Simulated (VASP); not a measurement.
Input:

```
CELL_PARAMETERS angstrom
      0.00279     5.51335     5.51444
      5.51335     0.00279     5.51444
      2.75807     2.75807     0.00000
ATOMIC_POSITIONS crystal
  Zn 0.99858 0.99858 0.00284
  Zn 0.99793 0.50268 0.99939
  Zn 0.50268 0.99793 0.99939
  Se 0.12478 0.12478 0.25044
  Se 0.14529 0.61828 0.23643
  Se 0.61828 0.14529 0.23643
  Se 0.61275 0.61275 0.27451
  Be 0.49972 0.49972 0.00056
```

The numbers are results of PBEsol GGA, VASP's PBE PAW potentials (set 64) (plane waves; VASP), not measurements. Settings: 400 eV cut-off, 3×3×6 Γ-centred mesh, Gaussian smearing of 0.050 eV, potentials Zn Se Be.

What does the run give for the energy per atom (σ→0), band gap (on the k-mesh) with the smallest direct gap where there is one?

- band gap (on the k-mesh): 1.73 eV
- smallest direct gap (on the k-mesh): 1.73 eV
- energy per atom (σ→0): -3.693 eV/atom

The absolute energy has meaning only against runs of the same code, potentials and settings.

The structure was generated: BeZn3Se4 was put into an ordered model structure (Amm2), which need not be its known phase. It was relaxed first. The start is the result of an earlier pass.
